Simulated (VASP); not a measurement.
# NbB2 (P6/mmm) in VASP: further runs, part 2 of 2

VASP 6.6.1.

### 3 Single point, LDA (strain -0.050 along x and y, +0.000 along z, atoms carried along)

INCAR reads:

```
PREC = Accurate
ENCUT = 520
EDIFF = 1E-6
ISMEAR = 0
SIGMA = 0.15
LREAL = F
LASPH = T
NELM = 100
ALGO = Fast
ISIF = 2
LWAVE = F
LCHARG = T
LELF = T
LVHAR = T
NBANDS = 16
```

KPOINTS reads:

```
regular mesh
0
Gamma
  18 18 14
```

POSCAR reads:

```
NbB2
1.0
    2.9183819260      0.0000000000      0.0000000000
   -1.4591909630      2.5273928859      0.0000000000
    0.0000000000      0.0000000000      3.2813216790
Nb B
1 2
Direct
    0.0000000000      0.0000000000      0.0000000000
    0.3333333333      0.6666666667      0.5000000000
    0.6666666667      0.3333333333      0.5000000000
```

Potentials or basis: VASP PAW LDA potentials, release 64 (Nb_sv, B).

Command:

```bash
$ cat potpaw_LDA.64/Nb_sv/POTCAR potpaw_LDA.64/B/POTCAR > POTCAR
$ mpirun -np 1 vasp_std > vasp.out
```

OUTCAR:

```text
PREC = Accurate
   ENCUT = 520
   EDIFF = 1E-6
   ISMEAR = 0
   LREAL = F
   LASPH = T
   NELM = 100
   ISIF = 2

 ion  position               nearest neighbor table
   1  0.000  0.000  0.000-   2 2.35   3 2.35   2 2.35   3 2.35   3 2.35   3 2.35   2 2.35   2 2.35
                             3 2.35   3 2.35   2 2.35   2 2.35
   2  0.333  0.667  0.500-   3 1.68   3 1.68   3 1.68   1 2.35   1 2.35   1 2.35   1 2.35   1 2.35
                             1 2.35
   3  0.667  0.333  0.500-   2 1.68   2 1.68   2 1.68   1 2.35   1 2.35   1 2.35   1 2.35   1 2.35
                             1 2.35
[... 658 lines left out ...]
  Direction    XX          YY          ZZ          XY          YZ          ZX
  --------------------------------------------------------------------------------------
  -------------------------------------------------------------------------------------
  Total        7.1403119      7.1403119      4.2037968     -0.0000000     -0.0000000      0.0000000
  in kB      472.6765670    472.6765670    278.2842377     -0.0000000     -0.0000000      0.0000000
  external PRESSURE =     407.8791239 kB  Pullay stress =       0.0000000 kB

 VOLUME and BASIS-vectors are now :
 -----------------------------------------------------------------------------
  energy-cutoff  :      520.00
  volume of cell :       24.20
      direct lattice vectors                 reciprocal lattice vectors
     2.918381926  0.000000000  0.000000000     0.342655631  0.197832321  0.000000000
    -1.459190963  2.527392886  0.000000000     0.000000000  0.395664641  0.000000000
     0.000000000  0.000000000  3.281321679     0.000000000  0.000000000  0.304755247

 POSITION                                       TOTAL-FORCE (eV/Angst)
 -----------------------------------------------------------------------------------
      0.00000      0.00000      0.00000         0.000000      0.000000      0.000000
     -0.00000      1.68493      1.64066        -0.000000      0.000000      0.000000
      1.45919      0.84246      1.64066         0.000000     -0.000000     -0.000000
 -----------------------------------------------------------------------------------
    total drift:                               -0.000000      0.000000      0.000000

  FREE ENERGIE OF THE ION-ELECTRON SYSTEM (eV)
  ---------------------------------------------------
  free  energy   TOTEN  =       -28.1928886795 eV

  energy  without entropy=      -28.1815462806  energy(sigma->0) =      -28.18721748
```

OSZICAR:

```text
N       E                     dE             d eps       ncg     rms          rms(c)
DAV:   1     0.147552972678E+03    0.14755E+03   -0.99610E+03  9496   0.120E+03
DAV:   2    -0.254181257396E+02   -0.17297E+03   -0.16689E+03 11624   0.420E+02
DAV:   3    -0.319511796818E+02   -0.65331E+01   -0.64104E+01 14784   0.732E+01
[... 22 lines left out ...]
RMM:  26    -0.281928833930E+02   -0.32047E-05   -0.33001E-05 10283   0.175E-02    0.682E-03
RMM:  27    -0.281928854785E+02   -0.20855E-05   -0.22946E-05  9811   0.144E-02    0.566E-03
RMM:  28    -0.281928869631E+02   -0.14846E-05   -0.15782E-05  9269   0.119E-02    0.620E-03
RMM:  29    -0.281928879814E+02   -0.10183E-05   -0.11151E-05  8977   0.989E-03    0.630E-03
RMM:  30    -0.281928886795E+02   -0.69816E-06   -0.76619E-06  8632   0.855E-03
   1 F= -.28192889E+02 E0= -.28187217E+02  d E =-.113424E-01
```

stdout:

```text
POSCAR found type information on POSCAR NbB
 POSCAR found :  2 types and       3 ions
 scaLAPACK will be used
 LDA part: xc-table for (Slater(with rela. corr.)+CA(PZ))
 , standard interpolation
 POSCAR, INCAR and KPOINTS ok, starting setup
 FFT: planning ... GRIDC
 FFT: planning ... GRID_SOFT
 FFT: planning ... GRID
 WAVECAR not read
 entering main loop
WARNING in EDDRMM: call to ZHEGV failed, returncode =   6  3      7
WARNING in EDDRMM: call to ZHEGV failed, returncode =   8  4      9
WARNING in EDDRMM: call to ZHEGV failed, returncode =   6  3      6
WARNING in EDDRMM: call to ZHEGV failed, returncode =   8  4      7
WARNING in EDDRMM: call to ZHEGV failed, returncode =   8  4      9
WARNING in EDDRMM: call to ZHEGV failed, returncode =   6  3      8
WARNING in EDDRMM: call to ZHEGV failed, returncode =   6  3     16
WARNING in EDDRMM: call to ZHEGV failed, returncode =   6  3      9
WARNING in EDDRMM: call to ZHEGV failed, returncode =   8  4      7
WARNING in EDDRMM: call to ZHEGV failed, returncode =   8  4      8
WARNING in EDDRMM: call to ZHEGV failed, returncode =   8  4      9
WARNING in EDDRMM: call to ZHEGV failed, returncode =   6  3      6
WARNING in EDDRMM: call to ZHEGV failed, returncode =   6  3     13
WARNING in EDDRMM: call to ZHEGV failed, returncode =   8  4     15
WARNING in EDDRMM: call to ZHEGV failed, returncode =   6  3     11
WARNING in EDDRMM: call to ZHEGV failed, returncode =   6  3      5
WARNING in EDDRMM: call to ZHEGV failed, returncode =   6  3      6
WARNING in EDDRMM: call to ZHEGV failed, returncode =   6  3     12
WARNING in EDDRMM: call to ZHEGV failed, returncode =   8  4     10
WARNING in EDDRMM: call to ZHEGV failed, returncode =   8  4     11
WARNING in EDDRMM: call to ZHEGV failed, returncode =   6  3     11
```

Wall time 78 s (1 thread of Intel Xeon 6975P-C (Granite Rapids), shared host); peak memory 0.22 GiB.

Results:

* Free energy: -28.1929 eV
* Pressure: 40.8 GPa
* Band gap on the k mesh: none (metal or under the smearing width)

Caveat: so large a pressure means that the cell lies far from this level's equilibrium, or that cutoff or potentials fall short.

### 4 Single point, LDA (strain -0.050 along x and y, +0.025 along z, atoms carried along)

INCAR reads:

```
SYSTEM = NbB2
PREC = Accurate
ENCUT = 520
EDIFF = 1E-7
ISMEAR = 0
SIGMA = 0.15
LREAL = .False.
LASPH = .True.
NELM = 100
ALGO = Fast
ISIF = 2
LWAVE = .False.
LCHARG = .True.
GGA = CA
LELF = .True.
LVHAR = .True.
NBANDS = 16
```

KPOINTS reads:

```
Automatic mesh
0
Gamma
  18 18 14
  0 0 0
```

Edit POSCAR of step 3 so:

```diff
@@ -4,3 +4,3 @@
    -1.4591909630      2.5273928859      0.0000000000
-    0.0000000000      0.0000000000      3.2813216790
+    0.0000000000      0.0000000000      3.3633547210
 Nb B
```

Potentials or basis: VASP PAW LDA potentials, release 64 (Nb_sv, B).

Command:

```bash
$ cat potpaw_LDA.64/Nb_sv/POTCAR potpaw_LDA.64/B/POTCAR > POTCAR
$ mpirun -np 1 vasp_std > vasp.out
```

OUTCAR:

```text
SYSTEM = NbB2
   PREC = Accurate
   ENCUT = 520
   EDIFF = 1E-7
   ISMEAR = 0
   LREAL = .False.
   LASPH = .True.
   NELM = 100
   ISIF = 2
   GGA = CA

 ion  position               nearest neighbor table
   1  0.000  0.000  0.000-   2 2.38   3 2.38   2 2.38   3 2.38   3 2.38   3 2.38   2 2.38   2 2.38
                             3 2.38   3 2.38   2 2.38   2 2.38
   2  0.333  0.667  0.500-   3 1.68   3 1.68   3 1.68   1 2.38   1 2.38   1 2.38   1 2.38   1 2.38
                             1 2.38
   3  0.667  0.333  0.500-   2 1.68   2 1.68   2 1.68   1 2.38   1 2.38   1 2.38   1 2.38   1 2.38
                             1 2.38

  LATTYP: Found a hexagonal cell.
 ALAT       =     2.9183819260
 C/A-ratio  =     1.1524724338

  Lattice vectors:

 A1 = (   2.9183819260,   0.0000000000,   0.0000000000)
 A2 = (  -1.4591909630,   2.5273928859,   0.0000000000)
 A3 = (   0.0000000000,   0.0000000000,   3.3633547210)

Analysis of symmetry for initial positions (statically):
=====================================================================
 Subroutine PRICEL returns:
 Original cell was already a primitive cell.

 Routine SETGRP: Setting up the symmetry group for a
 hexagonal supercell.

 Subroutine GETGRP returns: Found 24 space group operations
 (whereof 24 operations were pure point group operations)
 out of a pool of 24 trial point group operations.

The static configuration has the point symmetry D_6h.

Analysis of symmetry for dynamics (positions and initial velocities):
=====================================================================
 Subroutine PRICEL returns:
 Original cell was already a primitive cell.

 Routine SETGRP: Setting up the symmetry group for a
 hexagonal supercell.

 Subroutine GETGRP returns: Found 24 space group operations
 (whereof 24 operations were pure point group operations)
 out of a pool of 24 trial point group operations.

The dynamic configuration has the point symmetry D_6h.

 Subroutine INISYM returns: Found 24 space group operations
 (whereof 24 operations are pure point group operations),
 and found     1 'primitive' translations

[... 121 lines left out ...]
   GGA     = CA    functional components
   LHFCALC =     F    Hartree Fock is set to
   AEXX    =    0.0000 exact exchange contribution
   IVDW    =     0    specifies the selected vdW correction
   LEPSILON=     F    determine dielectric tensor
   LRPA    =     F    only Hartree local field effects (RPA)
 non-spin polarized calculation
 RMM-DIIS sequential band-by-band and
 Gauss-broadening in eV      SIGMA  =   0.15
  energy-cutoff  :      520.00
  volume of cell :       24.81
 maximum number of plane-waves:       709
 NGX is ok and might be reduce to    24
   NGX = 11   NGY = 11   NGZ = 13

 number of electron      19.0000001 magnetization

 Free energy of the ion-electron system (eV)
  ---------------------------------------------------
  ext. energy  EPLUGINS =         0.00000000
  ---------------------------------------------------
  free energy    TOTEN  =       -28.27393103 eV

  energy without entropy =      -28.26297481  energy(sigma->0) =      -28.26845292

 E-fermi :  13.9091     XC(G=0): -13.7527

 val. band max:       13.9073212189   @ k =   0.1667   0.0556   0.5000
 cond. band min:      13.9092915528   @ k =   0.2778   0.2778   0.1429
 fundamental gap:      0.0019703339
 Fermi energy:        13.9091306654

 k-point     1 :       0.0000    0.0000    0.0000
  band No.  band energies     occupation
      1     -41.4009      2.00000
      2     -17.8654      2.00000
      3     -17.0559      2.00000
      4     -17.0559      2.00000
      5      -0.8955      2.00000
      6       9.1111      2.00000
[... 433 lines left out ...]
      3     -17.6183      2.00000
      4     -17.4401      2.00000
      5       2.7831      2.00000
      6       4.7140      2.00000
[... 8 lines left out ...]
     15      23.2976      0.00000
     16      23.6498      0.00000

 [... further k-points ...]

------------------------ aborting loop because EDIFF is reached ----------------------------------------

  FORCE on cell =-STRESS in cart. coord.  units (eV):
  Direction    XX          YY          ZZ          XY          YZ          ZX
  --------------------------------------------------------------------------------------
  -------------------------------------------------------------------------------------
  Total        5.9691031      5.9691031      2.3007169      0.0000000     -0.0000000      0.0000000
  in kB      385.5068511    385.5068511    148.5888472      0.0000000     -0.0000000      0.0000000
  external PRESSURE =     306.5341831 kB  Pullay stress =       0.0000000 kB

 VOLUME and BASIS-vectors are now :
 -----------------------------------------------------------------------------
  energy-cutoff  :      520.00
  volume of cell :       24.81
      direct lattice vectors                 reciprocal lattice vectors
     2.918381926  0.000000000  0.000000000     0.342655631  0.197832321  0.000000000
    -1.459190963  2.527392886  0.000000000     0.000000000  0.395664641  0.000000000
     0.000000000  0.000000000  3.363354721     0.000000000  0.000000000  0.297322193

 POSITION                                       TOTAL-FORCE (eV/Angst)
 -----------------------------------------------------------------------------------
      0.00000      0.00000      0.00000         0.000000      0.000000      0.000000
     -0.00000      1.68493      1.68168        -0.000000     -0.000000      0.000000
      1.45919      0.84246      1.68168         0.000000     -0.000000      0.000000
 -----------------------------------------------------------------------------------
    total drift:                               -0.000000      0.000000     -0.000000

  FREE ENERGIE OF THE ION-ELECTRON SYSTEM (eV)
  ---------------------------------------------------
  free  energy   TOTEN  =       -28.2739310286 eV

  energy  without entropy=      -28.2629748149  energy(sigma->0) =      -28.26845292
```

OSZICAR:

```text
N       E                     dE             d eps       ncg     rms          rms(c)
DAV:   1     0.146389325897E+03    0.14639E+03   -0.99878E+03  9488   0.120E+03
DAV:   2    -0.256273526604E+02   -0.17202E+03   -0.16619E+03 11784   0.417E+02
DAV:   3    -0.320887485279E+02   -0.64614E+01   -0.63641E+01 15048   0.727E+01
[... 28 lines left out ...]
RMM:  32    -0.282739304031E+02   -0.36835E-06   -0.38946E-06  9770   0.497E-03    0.427E-03
RMM:  33    -0.282739306566E+02   -0.25349E-06   -0.28404E-06  9705   0.459E-03    0.395E-03
RMM:  34    -0.282739308302E+02   -0.17362E-06   -0.19696E-06  9464   0.415E-03    0.358E-03
RMM:  35    -0.282739309511E+02   -0.12090E-06   -0.13774E-06  9297   0.383E-03    0.332E-03
RMM:  36    -0.282739310286E+02   -0.77475E-07   -0.97035E-07  9087   0.357E-03
   1 F= -.28273931E+02 E0= -.28268453E+02  d E =-.109562E-01
```

stdout:

```text
POSCAR found type information on POSCAR NbB
 POSCAR found :  2 types and       3 ions
 scaLAPACK will be used
 LDA part: xc-table for (Slater(with rela. corr.)+CA(PZ))
 , standard interpolation
[... 54 lines left out ...]
 num prob WARNING in EDDRMM: call to ZHEGV failed, returncode =   8  4      9
 num prob  num prob  num prob  num prob  num prob  num prob  num prob  num prob  num prob  num prob  num prob  num prob  num prob  num prob  num prob WARNING in EDDRMM: call to ZHEGV failed, returncode =   6  3      9
 num prob WARNING in EDDRMM: call to ZHEGV failed, returncode =   8  4      7
 num prob  num prob  num prob RMM:  35    -0.282739309511E+02   -0.12090E-06   -0.13774E-06  9297   0.383E-03    0.332E-03
 num prob  num prob  num prob  num prob  num prob  num prob  num prob  num prob  num prob  num prob  num prob  num prob  num prob RMM:  36    -0.282739310286E+02   -0.77475E-07   -0.97035E-07  9087   0.357E-03
```

Run time: 2.1 min. Hardware: 1 thread of Intel Xeon 6975P-C (Granite Rapids), shared host; peak memory 0.23 GiB.

What came out:

```yaml
Free_energy: -28.2739 eV
Pressure: 30.7 GPa
Band_gap_on_the_k_mesh: none (metal or under the smearing width)
```

Stress tensor (GPa, compression positive):
```
38.55  0.00  0.00
 0.00 38.55  0.00
 0.00  0.00 14.86
```

Caveat: so large a pressure means that the cell lies far from this level's equilibrium, or that cutoff or potentials fall short.

### 5 The runs side by side

```csv
cell,gap on the mesh (eV),pressure (GPa)
"strain -0.050 along x and y, -0.025 along z, atoms carried along",none,52.4
"strain -0.050 along x and y, +0.000 along z, atoms carried along",none,40.8
"strain -0.050 along x and y, +0.025 along z, atoms carried along",none,30.7
```

Alike in all rows: task single point; level LDA; potentials or basis VASP PAW LDA potentials, release 64 (Nb_sv, B); no spin polarisation; k mesh 18 × 18 × 14; cutoff (eV) 520; smearing gaussian 0.15 eV.

Caveats: so large a pressure means that the cell lies far from this level's equilibrium, or that cutoff or potentials fall short.

Absolute energies hang on the potentials; compare differences alone.
